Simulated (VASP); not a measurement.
PtAl2 (fluorite) relaxed at rising pressure, in one space group throughout; other phases were not tried. The pressures are those reached. These are LDA (Ceperley-Alder, Perdew-Zunger), VASP's LDA PAW potentials (set 64) (plane waves; VASP) values and carry that method's errors.

```json
[
 {"P (GPa)": "0.00", "V (Å³/atom)": "16.750", "k-mesh": "9×9×9"},
 {"P (GPa)": "4.98", "V (Å³/atom)": "16.227", "k-mesh": "9×9×9"},
 {"P (GPa)": "9.97", "V (Å³/atom)": "15.780", "k-mesh": "9×9×9"},
 {"P (GPa)": "20.00", "V (Å³/atom)": "15.037", "k-mesh": "9×9×9"},
 {"P (GPa)": "30.02", "V (Å³/atom)": "14.441", "k-mesh": "10×10×10"}
]
```

A change of mesh leaves a small step in the series.

Problem. Fit an equation of state and predict the volume at 44.90 GPa.

Solution. Least squares on the third-order Birch-Murnaghan form, P = (3B0/2)(y⁷ − y⁵)[1 + (3/4)(B′ − 4)(y² − 1)] with y = (V0/V)^(1/3), gives V0 = 16.750 Å³/atom, B0 = 147 GPa and B′ = 4.3, and so 13.730 Å³/atom. The run gave 13.725 Å³/atom, -0.0 % from the fit.

Pressures at which the relaxation failed are left out.

The compound is PtAl2 in the fluorite structure.
